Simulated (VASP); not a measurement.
Method: PBE GGA, VASP's PBE PAW potentials (set 64) (plane waves; VASP 6.6.1).

VASP input:

**INCAR**
```
# general
SYSTEM  = Nb2Si
PREC    = Accurate
ENCUT   = 300   # plane-wave cut-off (eV)
LREAL   = .False.   # projection in real space or not
LASPH   = .True.

# electronic loop
EDIFF   = 1E-6
NELM    = 100   # most electronic steps
ALGO    = Normal
LMAXMIX = 4   # l cut-off of mixed one-centre charges

# smearing
ISMEAR  = 0
SIGMA   = 0.272

# functional
GGA     = PE

# ions
ISIF    = 2

# output
LWAVE   = .False.
LCHARG  = .False.
```

POSCAR:
```
Nb2Si
1
    4.2352250000     0.0000000000     0.0000000000
   -2.1176120000     3.6678120000     0.0000000000
    0.0000000000     0.0000000000     5.1893130000
Si Nb
2 4
Direct
  0.3282830000   0.6496790000   0.2517900000
  0.6876920000   0.3502530000   0.7562730000
  0.0015450000   0.0004690000  -0.0039560000
 -0.0119440000  -0.0131990000   0.4895850000
  0.3244210000   0.6864140000   0.7564110000
  0.6700020000   0.3263850000   0.2498970000
```

KPOINTS:
```
Regular mesh
0
Gamma
 6 6 5
0 0 0
```

POTCAR, in this order: Si Nb_sv (PBE.64 set). Program: vasp_std.

What VASP printed:

OSZICAR:
```
       N       E                     dE             d eps       ncg     rms          rms(c)
DAV:   1     0.496132325902E+03    0.49613E+03   -0.24890E+04  6848   0.119E+03
DAV:   2    -0.947267159968E+01   -0.50560E+03   -0.49488E+03  8140   0.497E+02
DAV:   3    -0.507740824757E+02   -0.41301E+02   -0.40413E+02 11744   0.993E+01
DAV:   4    -0.529759694855E+02   -0.22019E+01   -0.21540E+01 10584   0.220E+01
DAV:   5    -0.531064174374E+02   -0.13045E+00   -0.12864E+00 10612   0.510E+00    0.227E+01
DAV:   6    -0.510159089641E+02    0.20905E+01   -0.70332E+00  9124   0.162E+01    0.900E+00
DAV:   7    -0.509562416400E+02    0.59667E-01   -0.13064E+00 10952   0.673E+00    0.302E+00
DAV:   8    -0.509637922430E+02   -0.75506E-02   -0.23520E-01  9948   0.327E+00    0.139E+00
DAV:   9    -0.509632566299E+02    0.53561E-03   -0.83117E-02 10024   0.240E+00    0.497E-01
DAV:  10    -0.509619278172E+02    0.13288E-02   -0.17682E-02  9540   0.115E+00    0.272E-01
DAV:  11    -0.509618530631E+02    0.74754E-04   -0.30006E-03  9728   0.497E-01    0.136E-01
DAV:  12    -0.509618720202E+02   -0.18957E-04   -0.66309E-04 10056   0.210E-01    0.356E-02
DAV:  13    -0.509618722051E+02   -0.18493E-06   -0.99981E-05 10536   0.766E-02    0.210E-02
DAV:  14    -0.509618661933E+02    0.60118E-05   -0.14612E-05  9384   0.326E-02    0.752E-03
DAV:  15    -0.509618672408E+02   -0.10475E-05   -0.18568E-06  5200   0.134E-02    0.402E-03
DAV:  16    -0.509618671468E+02    0.94047E-07   -0.49048E-07  4528   0.564E-03
   1 F= -.50961867E+02 E0= -.50882897E+02  d E =-.157941E+00
```

**OUTCAR**
```
------------------------ aborting loop because EDIFF is reached ----------------------------------------
  FORCE on cell =-STRESS in cart. coord.  units (eV):
  Direction    XX          YY          ZZ          XY          YZ          ZX
  --------------------------------------------------------------------------------------
  Total       31.6769642     28.8104727     20.7101293      0.7835054      0.0750742      0.0074103
  in kB      629.5941957    572.6213614    411.6233206     15.5725302      1.4921347      0.1472829
  external PRESSURE =     537.9462926 kB  Pullay stress =       0.0000000 kB
  volume of cell :       80.61
      direct lattice vectors                 reciprocal lattice vectors
     4.235225000  0.000000000  0.000000000     0.236114964  0.136321022  0.000000000
    -2.117612000  3.667812000  0.000000000     0.000000000  0.272642109  0.000000000
     0.000000000  0.000000000  5.189313000     0.000000000  0.000000000  0.192703736
 POSITION                                       TOTAL-FORCE (eV/Angst)
 -----------------------------------------------------------------------------------
      0.01458      2.38290      1.30662         0.131757      0.681071      0.118753
      2.17083      1.28466      3.92454        -1.866847     -0.688725     -0.632908
      0.00555      0.00172      5.16878        -0.331682      0.409912     -0.262321
      2.09498      3.61940      2.54061         0.148497      1.019558      1.075689
     -0.07956      2.51764      3.92525         1.858584     -0.451160     -0.411643
      2.14645      1.19712      1.29679         0.059691     -0.970655      0.112430
 -----------------------------------------------------------------------------------
    total drift:                                0.000176      0.000114     -0.000227
  FREE ENERGIE OF THE ION-ELECTRON SYSTEM (eV)
  ---------------------------------------------------
  free  energy   TOTEN  =       -50.9618671468 eV

  energy  without entropy=      -50.8039263678  energy(sigma->0) =      -50.88289676
```
(Selected blocks of OUTCAR.)

At this cut-off the stress carries a Pulay error, which pulls relaxed volumes low.

The structure was generated: Nb2Si was put into an ordered model structure, which need not be its known phase. The cell was not relaxed at this level, atoms are displaced from their ideal sites.
